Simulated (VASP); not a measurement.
A convergence study with VASP on FePt (space group P4/mmm): one setting is varied, all else stays as given below, so the limit is that of these other settings.

```yaml
crystal:
  lattice:
    - [2.73360, 0.00000, 0.00000]
    - [0.00000, 2.73360, 0.00000]
    - [0.00000, 0.00000, 3.72855]
  atoms:
    - { symbol: Fe, position: [0.00000, 0.00000, 0.00000], spin: 3.0 }
    - { symbol: Pt, position: [0.50000, 0.50000, 0.50000] }
```

All values below come from PBE GGA, VASP's PBE PAW potentials (set 64) (plane waves; VASP 6.6.1). The tightest run used: 300 eV cut-off, 11×11×9 Γ-centred mesh, Gaussian smearing of 0.10 eV, potentials Fe Pt.

Question: The settings run are 3×3×3 mesh; 4×4×3 mesh; 5×5×4 mesh; 6×6×5 mesh; 8×8×6 mesh; 9×9×7 mesh; 11×11×9 mesh. From which on does the highest Γ mode stay within 5 cm⁻¹ of the tightest run?

Answer: From 5×5×4 mesh on: it is off by 0.3 there and by no more than 5 in any finer run, while 4×4×3 mesh is off by 13.7.
```json
[
 {"setting": "3×3×3 mesh", "highest Γ mode (cm⁻¹)": "228.7", "irreducible k-points": "6", "difference judged (cm⁻¹)": "1.0"},
 {"setting": "4×4×3 mesh", "highest Γ mode (cm⁻¹)": "243.5", "irreducible k-points": "12", "difference judged (cm⁻¹)": "13.7"},
 {"setting": "5×5×4 mesh", "highest Γ mode (cm⁻¹)": "230.1", "irreducible k-points": "18", "difference judged (cm⁻¹)": "0.3"},
 {"setting": "6×6×5 mesh", "highest Γ mode (cm⁻¹)": "232.0", "irreducible k-points": "30", "difference judged (cm⁻¹)": "2.3"},
 {"setting": "8×8×6 mesh", "highest Γ mode (cm⁻¹)": "231.1", "irreducible k-points": "60", "difference judged (cm⁻¹)": "1.4"},
 {"setting": "9×9×7 mesh", "highest Γ mode (cm⁻¹)": "231.3", "irreducible k-points": "60", "difference judged (cm⁻¹)": "1.6"},
 {"setting": "11×11×9 mesh", "highest Γ mode (cm⁻¹)": "229.7", "irreducible k-points": "105", "difference judged (cm⁻¹)": "0.0"}
]
```

Left out are rungs that failed or repeat a setting and relaxations that didn't move; long series are thinned to 24 rows.

The structure is a typed FePt crystal (space group no. 123). The cell was not relaxed at this level. The spin order is the one that the start imposed; others were not tried in this run.
